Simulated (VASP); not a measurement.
CuI (zinc blende), at 0.96 of the tabulated volume:

```
CELL_PARAMETERS angstrom
      0.00000     2.98412     2.98412
      2.98412     0.00000     2.98412
      2.98412     2.98412     0.00000
ATOMIC_POSITIONS crystal
  Cu 0.00000 0.00000 0.00000
  I  0.25000 0.25000 0.25000
```

The lowest empty band near Γ, direction [100], from PBE with spin-orbit coupling in VASP (PAW); its two spin partners are averaged. The gap over the points computed is 1.10 eV, and the next band on that side lies 3.50 eV away at the edge.

Numerical set-up: 400 eV cut-off, 9×9×9 Γ-centred mesh, Gaussian smearing of 0.050 eV, potentials Cu I.

| distance from the edge in k (1/Å) | distance in energy (meV) |
|---|---|
| 0.012 | 3.8 |
| 0.018 | 8.5 |
| 0.025 | 16.2 |
| 0.035 | 31.5 |
| 0.050 | 63.0 |
| 0.070 | 119.3 |

Question: Fit E(1 + αE) = ħ²k²/2m* (ħ²/2m0 = 3.810 eV Å²) and predict the row at 0.095 1/Å.

Answer: Least squares on the energies gives the electron mass m* = 0.145 m0 and α = 0.65 per eV, and so 208.5 meV. The run gave 208.3 meV, -0.2 meV from the fit.

Left out are points under 3 meV from the edge, since the levels carry 0.1 meV, and points farther than half the way to the next band.

The compound is CuI in the zinc blende structure. The cell was not relaxed at this level.
